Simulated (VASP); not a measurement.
# Te2Mo: structure and properties in VASP, part 4 of 5

What structure and properties does BEEF-vdW give Te2Mo, and how near are they to the measured ones? The start is a cell from a database of measured crystal structures.

VASP 6.6.1; BEEF-vdW; plane waves and PAW (Te, Mo_sv).

So far, gap on the k-mesh (eV): step 2 (full relaxation (BEEF-vdW)) 0.940; step 3 (second relaxation) 0.947; step 4 (density, ELF and potential (BEEF-vdW)) 0.947. The relaxed cell has a = 3.567, c = 14.503 Å (conventional setting).

## Step 6: Density of states (BEEF-vdW)

Here the states are counted by energy and projected on the atoms. The mesh is finer than in the run before.

Input file INCAR:

```
SYSTEM = Te2Mo
PREC = Accurate
ENCUT = 400
EDIFF = 1E-06
NELM = 100
ISMEAR = -5
SIGMA = 0.05
LREAL = .FALSE.
ALGO = Normal
GGA = BF
LUSE_VDW = .TRUE.
ZAB_VDW = -1.8867
LASPH = .TRUE.
NBANDS = 42
LORBIT = 11
LWAVE = .FALSE.
LCHARG = .FALSE.
KPAR = 2
NEDOS = 2001
```

Input file POSCAR:

```
Te2Mo
1.0
    3.5674050606      0.0000000000      0.0000000000
   -1.7837025304      3.0894634081      0.0000000000
    0.0000000000      0.0000000000     14.5031800421
Te Mo
4 2
Direct
    0.6666666667      0.3333333333      0.3751880715
    0.3333333333      0.6666666667      0.8751880715
    0.6666666667      0.3333333333      0.1248119285
    0.3333333333      0.6666666667      0.6248119285
    0.6666666667      0.3333333333      0.7500000000
    0.3333333333      0.6666666667      0.2500000000
```

Input file KPOINTS:

```
Automatic mesh
0
Gamma
9 9 2
0 0 0
```

Potentials, in the order of the species: Te and Mo_sv (PBE family, release 64).

Launch:

```console
$ mpirun -np 2 vasp_std
```

The log of the run:

```text
[... set-up lines as in an earlier step ...]
 entering main loop
       N       E                     dE             d eps       ncg     rms          rms(c)
DAV:   1     0.332073174495E+03    0.33207E+03   -0.23511E+04  2384   0.897E+02
DAV:   2    -0.543662444226E+01   -0.33751E+03   -0.32227E+03  2466   0.248E+02
DAV:   3    -0.217636017809E+02   -0.16327E+02   -0.16045E+02  2380   0.486E+01
DAV:   4    -0.220837213019E+02   -0.32012E+00   -0.31979E+00  2380   0.687E+00
DAV:   5    -0.220941102381E+02   -0.10389E-01   -0.10388E-01  2484   0.116E+00    0.176E+01
DAV:   6    -0.216599823963E+02    0.43413E+00   -0.27828E+00  2130   0.830E+00    0.818E+00
DAV:   7    -0.217827620772E+02   -0.12278E+00   -0.28212E+00  2080   0.779E+00    0.533E+00
DAV:   8    -0.213400629839E+02    0.44270E+00   -0.70823E-01  2102   0.448E+00    0.185E+00
DAV:   9    -0.213516037600E+02   -0.11541E-01   -0.13624E-01  2370   0.145E+00    0.918E-01
DAV:  10    -0.213471312441E+02    0.44725E-02   -0.12070E-02  2170   0.565E-01    0.374E-01
DAV:  11    -0.213470063785E+02    0.12487E-03   -0.30611E-03  2242   0.237E-01    0.109E-01
DAV:  12    -0.213469065426E+02    0.99836E-04   -0.23307E-04  2228   0.690E-02    0.485E-02
DAV:  13    -0.213469112485E+02   -0.47059E-05   -0.51618E-05  2178   0.339E-02    0.262E-02
DAV:  14    -0.213469113030E+02   -0.54500E-07   -0.31060E-06  2114   0.655E-03
   1 F= -.21346911E+02 E0= -.21346911E+02  d E =0.000000E+00
```

Wall time 2.4 min (2 MPI ranks of AMD EPYC 7R43, shared host); peak memory 1.1 GiB; 4.8 min of CPU time.

Parts of OUTCAR (step 6):

```text
   k-points           NKPTS =     24   k-points in BZ     NKDIM =     24   number of bands    NBANDS=     42

   NELECT =      52.0000    total number of electrons

 E-fermi :   7.0780

 k-point     1 :       0.0000    0.0000    0.0000
  band No.  band energies     occupation
    ...
     22       6.1479      2.00000
     23       6.1479      2.00000
     24       6.2501      2.00000
     25       6.5815      2.00000
     26       7.0722      2.00000
     27       9.9190      0.00000
     28       9.9190      0.00000
     29      10.0053      0.00000
     30      10.0053      0.00000
     31      10.1316      0.00000
    ...

Total vdW correction in eV:      7.7900051

  Total       -0.0649894     -0.0649894      0.0500377      0.0000000     -0.0000000      0.0000000
  in kB       -0.6514104     -0.6514104      0.5015440      0.0000000     -0.0000000      0.0000000
  external PRESSURE =      -0.2670923 kB  Pullay stress =       0.0000000 kB

 POSITION                                       TOTAL-FORCE (eV/Angst)
 -----------------------------------------------------------------------------------
      1.78370      1.02982      5.44142         0.000000     -0.000000     -0.002931
     -0.00000      2.05964     12.69301         0.000000      0.000000     -0.002931
      1.78370      1.02982      1.81017         0.000000      0.000000      0.002931
     -0.00000      2.05964      9.06176         0.000000     -0.000000      0.002931
      1.78370      1.02982     10.87739         0.000000      0.000000      0.000000
     -0.00000      2.05964      3.62580        -0.000000      0.000000      0.000000
 -----------------------------------------------------------------------------------
    total drift:                               -0.000000      0.000000     -0.000000

  FREE ENERGIE OF THE ION-ELECTRON SYSTEM (eV)
  ---------------------------------------------------
  free  energy   TOTEN  =       -21.3469113030 eV

  energy  without entropy=      -21.3469113030  energy(sigma->0) =      -21.34691130

Total vdW correction in eV:      7.7900657

[... 7 parts as in an earlier step ...]

[... 9 further parts left out ...]
```

This step gave:

- irreducible k-points: 24
- Fermi energy: 7.078 eV
- pressure: -0.02671 GPa
- conduction bottom at k: 0.2222, 0.2222, 0
- gap on the k-mesh: 0.9237 eV
- least direct gap on the k-mesh: 0.9860 eV

The density of states has structure finer than the step of the table below, so its rows give means over 0.5 eV, whole bins alone (the curve runs from -12.0 to 3.05 eV). Peaks (eV: height): total -4.33: 13.6, -1.58: 13.2, 1.31: 12.0, 1.66: 13.9; Mo d -1.58: 4.48, 1.31: 8.21, 1.62: 8.61, 2.20: 3.98; Te p -4.33: 4.25, -3.32: 2.37, -1.58: 3.74, -1.39: 3.19; Te s -10.70: 4.78, -10.43: 4.95; Te d -1.58: 0.127, -1.39: 0.132, 1.70: 0.234, 2.32: 0.230.

States under -12.0 eV and over 3.1 eV are left out. The density of states by energy, zero at the valence-band top; means over each step; values in states/eV/cell:

| energy (eV) | total | Mo d | Te p | Te s | Te d |
| --- | --- | --- | --- | --- | --- |
| -11.5 | 2.68 | 0.0218 | 0.0231 | 1.63 | 7.7e-4 |
| -11.0 | 4.53 | 0.0849 | 0.0393 | 2.88 | 0.00204 |
| -10.5 | 6.48 | 0.237 | 0.0389 | 4.32 | 0.00300 |
| -10.0 | 0.487 | 0.0269 | 0.00156 | 0.337 | 5.4e-5 |
| -9.5 | 0 | 0 | 0 | 0 | 0 |
| -9.0 | 0 | 0 | 0 | 0 | 0 |
| -8.5 | 0 | 0 | 0 | 0 | 0 |
| -8.0 | 0 | 0 | 0 | 0 | 0 |
| -7.5 | 0 | 0 | 0 | 0 | 0 |
| -7.0 | 0 | 0 | 0 | 0 | 0 |
| -6.5 | 0 | 0 | 0 | 0 | 0 |
| -6.0 | 0 | 0 | 0 | 0 | 0 |
| -5.5 | 0.0580 | 0.00398 | 0.0171 | 6.7e-4 | 1.4e-4 |
| -5.0 | 2.46 | 0.206 | 0.735 | 0.0290 | 0.0104 |
| -4.5 | 7.00 | 0.954 | 2.14 | 0.0750 | 0.0372 |
| -4.0 | 3.36 | 0.532 | 1.04 | 0.0614 | 0.0170 |
| -3.5 | 4.60 | 0.771 | 1.37 | 0.147 | 0.0328 |
| -3.0 | 5.50 | 1.09 | 1.65 | 0.149 | 0.0457 |
| -2.5 | 6.23 | 1.85 | 1.81 | 0.0732 | 0.0608 |
| -2.0 | 4.35 | 1.53 | 1.17 | 0.0426 | 0.0480 |
| -1.5 | 9.10 | 2.79 | 2.67 | 0.111 | 0.0846 |
| -1.0 | 5.58 | 2.00 | 1.40 | 0.0446 | 0.0701 |
| -0.5 | 6.87 | 3.15 | 1.50 | 0.0456 | 0.0493 |
| 0.0 | 1.06 | 0.553 | 0.185 | 0.00972 | 0.00671 |
| 0.5 | 0 | 0 | 0 | 0 | 0 |
| 1.0 | 2.71 | 1.76 | 0.216 | 0.0295 | 0.0318 |
| 1.5 | 9.34 | 5.91 | 0.991 | 0.0929 | 0.131 |
| 2.0 | 5.82 | 2.89 | 1.08 | 0.0999 | 0.124 |
| 2.5 | 5.20 | 2.16 | 1.23 | 0.111 | 0.140 |

The gap on this mesh is 0.92 eV, over the 0.86 eV of the band run, since this mesh misses a band edge. In the top eV of the valence band the largest shares in the PAW spheres are Mo d 45 % and Te p 22 %. The rest lies in smaller channels or between the spheres.

## Step 7: Core-level energies (BEEF-vdW)

Core levels shift with the potential at each site, so they tell like atoms on unlike sites apart.

Changes to INCAR since step 6:

```diff
@@ -5,3 +5,3 @@
 NELM = 100
-ISMEAR = -5
+ISMEAR = -1
 SIGMA = 0.05
@@ -13,3 +13,3 @@
 LASPH = .TRUE.
-NBANDS = 42
+NBANDS = 32
 LORBIT = 11
@@ -18,2 +18,2 @@
 KPAR = 2
-NEDOS = 2001
+ICORELEVEL = 1
```

POSCAR is that of step 6.

Input file KPOINTS:

```
Automatic mesh
0
Gamma
6 6 2
0 0 0
```

Launch:

```console
$ mpirun -np 2 vasp_std
```

The log of the run:

```text
[... set-up lines as in an earlier step ...]
 entering main loop
       N       E                     dE             d eps       ncg     rms          rms(c)
DAV:   1     0.346417637372E+03    0.34642E+03   -0.24193E+04  1120   0.118E+03
DAV:   2    -0.287656929250E+01   -0.34929E+03   -0.34172E+03  1184   0.298E+02
DAV:   3    -0.215509238406E+02   -0.18674E+02   -0.18336E+02  1120   0.596E+01
DAV:   4    -0.220732288398E+02   -0.52230E+00   -0.52006E+00  1136   0.981E+00
DAV:   5    -0.220916804981E+02   -0.18452E-01   -0.18448E-01  1216   0.179E+00    0.177E+01
DAV:   6    -0.216584810403E+02    0.43320E+00   -0.48944E+00  1088   0.109E+01    0.826E+00
DAV:   7    -0.217659886245E+02   -0.10751E+00   -0.65000E+00  1008   0.101E+01    0.549E+00
DAV:   8    -0.213425785042E+02    0.42341E+00   -0.15873E+00  1064   0.563E+00    0.270E+00
DAV:   9    -0.213473235251E+02   -0.47450E-02   -0.19410E-01  1168   0.199E+00    0.903E-01
DAV:  10    -0.213449839333E+02    0.23396E-02   -0.21238E-02  1112   0.780E-01    0.324E-01
DAV:  11    -0.213454409470E+02   -0.45701E-03   -0.16351E-03  1208   0.221E-01    0.154E-01
DAV:  12    -0.213453403677E+02    0.10058E-03   -0.19521E-04  1040   0.763E-02    0.109E-01
DAV:  13    -0.213453345310E+02    0.58367E-05   -0.10964E-04  1104   0.573E-02    0.443E-02
DAV:  14    -0.213453368649E+02   -0.23339E-05   -0.45055E-06   960   0.971E-03    0.342E-02
DAV:  15    -0.213453359940E+02    0.87081E-06   -0.20524E-06   912   0.797E-03
   1 F= -.21345336E+02 E0= -.21345328E+02  d E =-.151694E-04
```

It took 2.1 min on 2 MPI ranks; peak memory 1 GiB; 4.3 min of CPU time.

Parts of OUTCAR (step 7):

```text
   NELECT =      52.0000    total number of electrons

 the core state eigenenergies are
   1-  1s -31608.0904  2s  -4835.6736  2p  -4339.0682  3s   -951.9257  3p   -790.5834
       3d   -546.8291  4s   -151.4977  4p   -101.5434  4d    -28.8799
   2-  1s -31608.0904  2s  -4835.6736  2p  -4339.0682  3s   -951.9257  3p   -790.5834
       3d   -546.8291  4s   -151.4977  4p   -101.5434  4d    -28.8799
   3-  1s -31608.0904  2s  -4835.6736  2p  -4339.0682  3s   -951.9257  3p   -790.5834
       3d   -546.8291  4s   -151.4977  4p   -101.5434  4d    -28.8799
   4-  1s -31608.0904  2s  -4835.6736  2p  -4339.0682  3s   -951.9257  3p   -790.5834
       3d   -546.8291  4s   -151.4977  4p   -101.5434  4d    -28.8799
   5-  1s -19807.5018  2s  -2787.6333  2p  -2490.6348  3s   -464.9827  3p   -367.6901
       3d   -209.4979
   6-  1s -19807.5018  2s  -2787.6333  2p  -2490.6348  3s   -464.9827  3p   -367.6901
       3d   -209.4979

 E-fermi :   7.5217

Total vdW correction in eV:      7.7901368

  Total       -0.0623494     -0.0623494      0.0477246      0.0000000      0.0000000     -0.0000000
  in kB       -0.6249487     -0.6249487      0.4783594      0.0000000      0.0000000     -0.0000000
  external PRESSURE =      -0.2571793 kB  Pullay stress =       0.0000000 kB

 POSITION                                       TOTAL-FORCE (eV/Angst)
 -----------------------------------------------------------------------------------
      1.78370      1.02982      5.44142        -0.000000      0.000000      0.001105
     -0.00000      2.05964     12.69301        -0.000000      0.000000      0.001105
      1.78370      1.02982      1.81017        -0.000000      0.000000     -0.001105
     -0.00000      2.05964      9.06176        -0.000000      0.000000     -0.001105
      1.78370      1.02982     10.87739        -0.000000      0.000000      0.000000
     -0.00000      2.05964      3.62580         0.000000     -0.000000      0.000000
 -----------------------------------------------------------------------------------
    total drift:                               -0.000000      0.000000     -0.000000

  FREE ENERGIE OF THE ION-ELECTRON SYSTEM (eV)
  ---------------------------------------------------
  free  energy   TOTEN  =       -21.3453359940 eV

  energy  without entropy=      -21.3453208246  energy(sigma->0) =      -21.34532841

Total vdW correction in eV:      7.7901757

[... 16 parts as in an earlier step ...]

[... 1 further part left out ...]
```

These are scalar-relativistic Kohn-Sham levels of the ground state, with no core hole, so they are not binding energies.

Numbers from this step:

```
SCF cycles                     : 15
bands                          : 32
irreducible k-points           : 14
Fermi energy                   : 7.522 eV
pressure                       : -0.02572 GPa
conduction bottom at k         : 0.1667, 0.1667, 0
gap on the k-mesh              : 0.9472 eV
least direct gap on the k-mesh : 0.9839 eV
```

Kohn-Sham core levels. Core levels, by row, the first 40 of 48 rows:

```
atom  shell  level below the valence-band top (eV)
 Te1     1s                                  31615
 Te1     2s                                   4843
 Te1     2p                                   4346
 Te1     3s                                    959
 Te1     3p                                  797.7
 Te1     3d                                  553.9
 Te1     4s                                  158.6
 Te1     4p                                  108.6
 Te1     4d                                  35.95
 Te2     1s                                  31615
 Te2     2s                                   4843
 Te2     2p                                   4346
 Te2     3s                                    959
 Te2     3p                                  797.7
 Te2     3d                                  553.9
 Te2     4s                                  158.6
 Te2     4p                                  108.6
 Te2     4d                                  35.95
 Te3     1s                                  31615
 Te3     2s                                   4843
 Te3     2p                                   4346
 Te3     3s                                    959
 Te3     3p                                  797.7
 Te3     3d                                  553.9
 Te3     4s                                  158.6
 Te3     4p                                  108.6
 Te3     4d                                  35.95
 Te4     1s                                  31615
 Te4     2s                                   4843
 Te4     2p                                   4346
 Te4     3s                                    959
 Te4     3p                                  797.7
 Te4     3d                                  553.9
 Te4     4s                                  158.6
 Te4     4p                                  108.6
 Te4     4d                                  35.95
 Mo5     1s                                  19815
 Mo5     2s                                   2795
 Mo5     2p                                   2498
 Mo5     3s                                  472.1
```

Atoms of one element give levels within 0.1 eV of each other.

(Continued in part 5 of 5.)

[Lines on the potential files, build, host, timing and source positions are cut from VASP's logs without a mark.]

[Logs are printed without paths, hosts, clocks, repeated set-up lines and the standing remarks that a program may print on its own settings, such as how far it seeks lower states.]

[Hosts, paths, dates, database ids (printed as entryN), source tags and the programs' standing remarks are cut or masked in the printed files.]

[A measured line is paired with the nearest computed mode of its activity, which favours agreement.]
